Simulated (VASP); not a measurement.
Computed with PBEsol GGA, VASP's PBE PAW potentials (set 64) (plane waves; VASP).

The input files of a VASP run:

POSCAR:
```
GaP
1.0
  0.0000000000   2.7185917594   2.7185917594
  2.7185917594   0.0000000000   2.7185917594
  2.7185917594   2.7185917594   0.0000000000
Ga P
1 1
direct
  0.0000000000   0.0000000000   0.0000000000
  0.2500000000   0.2500000000   0.2500000000
```

### KPOINTS
```
Automatic mesh
0
G
 8 8 8
```

INCAR:
```
ALGO=Normal
EDIFF=1E-7
ENCUT=520
GGA=PS
ISIF=2
ISMEAR=0
LASPH=T
LCHARG=F
LMAXMIX=4
LREAL=F
LWAVE=F
NELM=100
PREC=Accurate
SIGMA=0.05
SYSTEM=GaP
```

POTCAR, in this order: Ga_d P (PBE.64 set). Program: vasp_std.

Task: What does the run give for the energy per atom (σ→0), band gap (on the k-mesh)?

Result: 
```json
{
 "energy per atom (σ→0)": "-4.961 eV/atom",
 "band gap (on the k-mesh)": "1.50 eV"
}
```

File OSZICAR:
```
...
DAV:   8    -0.992090522373E+01    0.29863E-02   -0.13213E-02   904   0.167E+00    0.158E-01
DAV:   9    -0.992104908921E+01   -0.14387E-03   -0.11311E-03  1086   0.589E-01    0.657E-02
DAV:  10    -0.992107002926E+01   -0.20940E-04   -0.68708E-05   877   0.842E-02    0.273E-02
DAV:  11    -0.992109648970E+01   -0.26460E-04   -0.29081E-05   859   0.659E-02    0.416E-03
DAV:  12    -0.992109638535E+01    0.10435E-06   -0.17199E-06   995   0.193E-02    0.374E-03
DAV:  13    -0.992109651285E+01   -0.12750E-06   -0.31745E-07   823   0.510E-03    0.116E-03
DAV:  14    -0.992109648253E+01    0.30318E-07   -0.15209E-08   477   0.180E-03
   1 F= -.99210965E+01 E0= -.99210965E+01  d E =-.129894E-17
```

The compound is GaP in the zinc blende structure. It was relaxed first.
